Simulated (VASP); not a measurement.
The system is C.

```xyz
4
Lattice="2.4610 0.0000 0.0000 -1.2305 2.1313 0.0000 0.0000 0.0000 9.3912" Properties=species:S:1:pos:R:3 pbc="T T T"
C     0.0000    0.0000    2.3478
C     0.0000    1.4209    2.3478
C     0.0000    0.0000    7.0434
C     1.2305    0.7104    7.0434
```

The cell was built by a generator and needn't be a form met in nature.

Program: VASP 6.6.1. Alike in all runs: task single point; no spin polarisation; cell as given; k mesh 16 × 16 × 4; cutoff (eV) 520; smearing fermi-dirac 0.05 eV. Hardware: 1 thread of Intel(R) Xeon(R) Platinum 8488C (Sapphire Rapids), on a shared host.

Q: Order these runs on this cell by their wall time, lowest first.
A. level r2SCAN+rVV10; potentials or basis VASP PAW PBE potentials, release 64 (C)
B. level rev-vdW-DF2; potentials or basis VASP PAW PBE potentials, release 64 (C)
C. level LDA; potentials or basis VASP PAW LDA potentials, release 64 (C)

A: C (22 s), B (47 s), A (190 s).
